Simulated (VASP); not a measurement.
Method: PBEsol GGA, VASP's PBE PAW potentials (set 64) (plane waves; VASP).

The input files of a VASP run:

POSCAR:
```
BaHfO3
1
    4.1548964234     0.0000000000     0.0000000000
    0.0000000000     4.1548964234     0.0000000000
    0.0000000000     0.0000000000     4.1548964234
Ba Hf O
1 1 3
Direct
  0.0000000000   0.0000000000   0.0000000000
  0.5000000000   0.5000000000   0.5000000000
  0.5000000000   0.0000000000   0.5000000000
  0.0000000000   0.5000000000   0.5000000000
  0.5000000000   0.5000000000   0.0000000000
```

### KPOINTS
```
Regular mesh
0
G
6 6 6
0 0 0
```

**INCAR**
```
# general
SYSTEM  = BaHfO3
PREC    = Accurate
ENCUT   = 520   # plane-wave cut-off (eV)
LREAL   = F
LASPH   = T   # aspherical one-centre terms

# electronic loop
EDIFF   = 1E-7   # SCF stop (eV)
NELM    = 100   # most electronic steps
ALGO    = Normal
LMAXMIX = 6

# smearing
ISMEAR  = -5

# functional
GGA     = PS   # PBEsol

# ions
ISIF    = 2   # forces and stress, cell fixed

# output
LWAVE   = F
LCHARG  = T
LORBIT  = 11   # lm-projected
NEDOS   = 601   # DOS grid

# other
LEFG    = T
```

POTCAR, in this order: Ba_sv Hf_pv O (PBE.64 set). Program: vasp_std.

The run wrote:

### OUTCAR
```
 ion  position               nearest neighbor table
   1  0.000  0.000  0.000-   3 2.94   4 2.94   5 2.94   3 2.94   4 2.94   4 2.94   5 2.94   4 2.94
                             3 2.94   5 2.94   3 2.94   5 2.94   2 3.60   2 3.60   2 3.60   2 3.60
   2  0.500  0.500  0.500-   3 2.08   4 2.08   5 2.08   5 2.08   3 2.08   4 2.08   1 3.60   1 3.60
                             1 3.60   1 3.60   1 3.60   1 3.60   1 3.60   1 3.60
   3  0.500  0.000  0.500-   2 2.08   2 2.08   1 2.94   1 2.94   1 2.94   1 2.94
   4  0.000  0.500  0.500-   2 2.08   2 2.08   1 2.94   1 2.94   1 2.94   1 2.94
   5  0.500  0.500  0.000-   2 2.08   2 2.08   1 2.94   1 2.94   1 2.94   1 2.94
  LATTYP: Found a simple cubic cell.
 ALAT       =     4.1548964234
 Subroutine PRICEL returns:
 Original cell was already a primitive cell.
 Subroutine GETGRP returns: Found 48 space group operations
The static configuration has the point symmetry O_h .
The dynamic configuration has the point symmetry O_h .
 Subroutine INISYM returns: Found 48 space group operations
 Subroutine IBZKPT returns following result:
 Found     20 irreducible k-points:

 Following reciprocal coordinates:
            Coordinates               Weight
  0.000000  0.000000  0.000000      1.000000
  0.166667  0.000000  0.000000      6.000000
  0.333333  0.000000  0.000000      6.000000
  0.500000  0.000000  0.000000      3.000000
  0.166667  0.166667  0.000000     12.000000
  0.333333  0.166667  0.000000     24.000000
  0.500000  0.166667  0.000000     12.000000
  0.333333  0.333333  0.000000     12.000000
  0.500000  0.333333  0.000000     12.000000
  0.500000  0.500000  0.000000      3.000000
  0.166667  0.166667  0.166667      8.000000
  0.333333  0.166667  0.166667     24.000000
  0.500000  0.166667  0.166667     12.000000
  0.333333  0.333333  0.166667     24.000000
  0.500000  0.333333  0.166667     24.000000
  0.500000  0.500000  0.166667      6.000000
  0.333333  0.333333  0.333333      8.000000
  0.500000  0.333333  0.333333     12.000000
  0.500000  0.500000  0.333333      6.000000
  0.500000  0.500000  0.500000      1.000000
   k-points           NKPTS =     20   k-points in BZ     NKDIM =     20   number of bands    NBANDS=     23
   number of dos      NEDOS =    601   number of ions     NIONS =      5
   total plane-waves  NPLWV =  32768
   dimension x,y,z NGX =    32 NGY =   32 NGZ =   32
   dimension x,y,z NGXF=    64 NGYF=   64 NGZF=   64
   ions per type =               1   1   3
   PREC   = accura    normal or accurate (medium, high low for compatibility)
   ISTART =      0    job   : 0-new  1-cont  2-samecut
   ICHARG =      2    charge: 1-file 2-atom 10-const
   ISPIN  =      1    spin polarized calculation?
   LNONCOLLINEAR =      F non collinear calculations
   LSORBIT =      F    spin-orbit coupling
   INIWAV =      1    electr: 0-lowe 1-rand  2-diag
   ENCUT  =  520.0 eV  38.22 Ry    6.18 a.u.   7.73  7.73  7.73*2*pi/ulx,y,z
   NELM   =    100;   NELMIN=  2; NELMDL= -5     # of ELM steps
   EDIFF  = 0.1E-06   stopping-criterion for ELM
   LREAL  =      F    real-space projection
   NLSPLINE    = F    spline interpolate recip. space projectors
   LMAXMIX     =    6 max onsite mixed and CHGCAR
   VOSKOWN=      0    Vosko Wilk Nusair interpolation
   EDIFFG = 0.1E-05   stopping-criterion for IOM
   NSW    =      0    number of steps for IOM
   NBLOCK =      1;   KBLOCK =      1    inner block; outer block
   IBRION =     -1    ionic relax: 0-MD 1-quasi-New 2-CG
   NFREE  =      0    steps in history (QN), initial steepest desc. (CG)
   ISIF   =      2    stress and relaxation
   ISYM   =      2    0-nonsym 1-usesym 2-fastsym
   TEIN   =    0.0    initial temperature
   TEBEG  =    0.0;   TEEND  =   0.0 temperature during run
   SMASS  =  -3.00    Nose mass-parameter (am)
   PSTRESS=    0.0 pullay stress
   NELECT =      38.0000    total number of electrons
   EFERMI =   0.00;   METHOD = LEGACY
   ISMEAR =    -5;   SIGMA  =   0.20  broadening in eV -4-tet -1-fermi 0-gaus
...
```

OSZICAR:
```
       N       E                     dE             d eps       ncg     rms          rms(c)
DAV:   1     0.241752808599E+03    0.24175E+03   -0.21447E+04   920   0.161E+03
DAV:   2    -0.384316337690E+02   -0.28018E+03   -0.27692E+03  1173   0.356E+02
DAV:   3    -0.515502857014E+02   -0.13119E+02   -0.13098E+02  1182   0.763E+01
DAV:   4    -0.517754608254E+02   -0.22518E+00   -0.22509E+00  1292   0.961E+00
DAV:   5    -0.517809776886E+02   -0.55169E-02   -0.55165E-02  1262   0.981E-01    0.628E+01
DAV:   6    -0.457157115307E+02    0.60653E+01   -0.37730E+01  1081   0.358E+01    0.541E+01
DAV:   7    -0.455627005862E+02    0.15301E+00   -0.23046E+00  1198   0.101E+01    0.322E+01
DAV:   8    -0.455305197539E+02    0.32181E-01   -0.22517E-01  1167   0.405E+00    0.459E+00
DAV:   9    -0.455186098766E+02    0.11910E-01   -0.77727E-02  1116   0.180E+00    0.185E+00
DAV:  10    -0.455179061247E+02    0.70375E-03   -0.94525E-03  1172   0.634E-01    0.526E-01
DAV:  11    -0.455178189078E+02    0.87217E-04   -0.73775E-04  1160   0.184E-01    0.534E-02
DAV:  12    -0.455178347246E+02   -0.15817E-04   -0.73493E-05  1266   0.583E-02    0.154E-01
DAV:  13    -0.455178350519E+02   -0.32723E-06   -0.75244E-06  1151   0.188E-02    0.301E-03
DAV:  14    -0.455178348801E+02    0.17173E-06   -0.60775E-07  1215   0.482E-03    0.689E-03
DAV:  15    -0.455178347246E+02    0.15552E-06   -0.11993E-07   790   0.250E-03    0.257E-03
DAV:  16    -0.455178347198E+02    0.48003E-08   -0.37461E-08   747   0.122E-03
   1 F= -.45517835E+02 E0= -.45517835E+02  d E =0.000000E+00
```

### OUTCAR
```
------------------------ aborting loop because EDIFF is reached ----------------------------------------
  FORCE on cell =-STRESS in cart. coord.  units (eV):
  Direction    XX          YY          ZZ          XY          YZ          ZX
  --------------------------------------------------------------------------------------
  Total       -0.0166768     -0.0166768     -0.0166768     -0.0000000     -0.0000000      0.0000000
  in kB       -0.3725152     -0.3725152     -0.3725152     -0.0000000     -0.0000000      0.0000000
  external PRESSURE =      -0.3725152 kB  Pullay stress =       0.0000000 kB
  volume of cell :       71.73
      direct lattice vectors                 reciprocal lattice vectors
     4.154896423  0.000000000  0.000000000     0.240679887  0.000000000  0.000000000
     0.000000000  4.154896423  0.000000000     0.000000000  0.240679887  0.000000000
     0.000000000  0.000000000  4.154896423     0.000000000  0.000000000  0.240679887
 POSITION                                       TOTAL-FORCE (eV/Angst)
 -----------------------------------------------------------------------------------
      0.00000      0.00000      0.00000         0.000000      0.000000      0.000000
      2.07745      2.07745      2.07745         0.000000      0.000000      0.000000
      2.07745      0.00000      2.07745         0.000000      0.000000      0.000000
      0.00000      2.07745      2.07745         0.000000      0.000000      0.000000
      2.07745      2.07745      0.00000         0.000000      0.000000      0.000000
 -----------------------------------------------------------------------------------
    total drift:                                0.000000     -0.000000     -0.000000
  FREE ENERGIE OF THE ION-ELECTRON SYSTEM (eV)
  ---------------------------------------------------
  free  energy   TOTEN  =       -45.5178347198 eV

  energy  without entropy=      -45.5178347198  energy(sigma->0) =      -45.51783472

 total charge

# of ion       s       p       d       tot
------------------------------------------
    1        1.998   5.619   0.289   7.906
    2        0.344   6.748   1.550   8.642
    3        1.554   3.482   0.000   5.036
    4        1.554   3.482   0.000   5.036
    5        1.554   3.482   0.000   5.036
--------------------------------------------------
tot          7.004  22.814   1.839  31.657

 Electric field gradients after diagonalization (V/A^2)
 (convention: |V_zz| > |V_xx| > |V_yy|)
----------------------------------------------------------------------
 ion       V_xx      V_yy      V_zz     asymmetry (V_yy - V_xx)/ V_zz
----------------------------------------------------------------------
   1       0.000     0.000     0.000      -0.068
   2      -0.000    -0.000     0.000       0.748
   3       4.454     4.454    -8.907       0.000
   4       4.454     4.454    -8.907       0.000
   5       4.454     4.454    -8.907       0.000
```
(Selected blocks of OUTCAR.)

### OUTCAR
```
 val. band max:        2.3724661798   @ k =   0.5000   0.5000   0.5000

 cond. band min:       5.8723797063   @ k =   0.0000   0.0000   0.0000


 Fermi energy:         2.3965036361

 k-point     1 :       0.0000    0.0000    0.0000
  band No.  band energies     occupation
      1     -26.2756      2.00000
      2     -26.2756      2.00000
      3     -26.2756      2.00000
      4     -22.7679      2.00000
      5     -14.2634      2.00000
      6     -13.7120      2.00000
      7     -13.7120      2.00000
      8      -7.9149      2.00000
      9      -7.9149      2.00000
     10      -7.9149      2.00000
     11       0.7068      2.00000
     12       0.7068      2.00000
     13       0.7068      2.00000
     14       1.3596      2.00000
     15       1.3596      2.00000
     16       1.3596      2.00000
     17       2.1737      2.00000
     18       2.1737      2.00000
     19       2.1737      2.00000
     20       5.8724      0.00000
     21       5.8724      0.00000
     22       5.8724      0.00000
     23       6.9697      0.00000

 k-point     2 :       0.1667    0.0000    0.0000
  band No.  band energies     occupation
      1     -26.3126      2.00000
      2     -26.2745      2.00000
      3     -26.2745      2.00000
      4     -22.7471      2.00000
      5     -14.2509      2.00000
      6     -13.7053      2.00000
      7     -13.5782      2.00000
      8      -7.8935      2.00000
      9      -7.8935      2.00000
     10      -7.8537      2.00000
     11       0.2083      2.00000
     12       0.6209      2.00000
     13       0.6209      2.00000
     14       1.1014      2.00000
     15       1.1014      2.00000
     16       1.1438      2.00000
     17       1.5046      2.00000
     18       2.0650      2.00000
     19       2.0650      2.00000
     20       5.9933      0.00000
     21       6.5390      0.00000
     22       6.5390      0.00000
     23       7.4320      0.00000

 k-point     3 :       0.3333    0.0000    0.0000
...
```

Unless said otherwise, spin-orbit coupling is left out, though it shifts the bands of the heavy elements here.

The compound is BaHfO3 in the cubic perovskite structure. It was relaxed first.
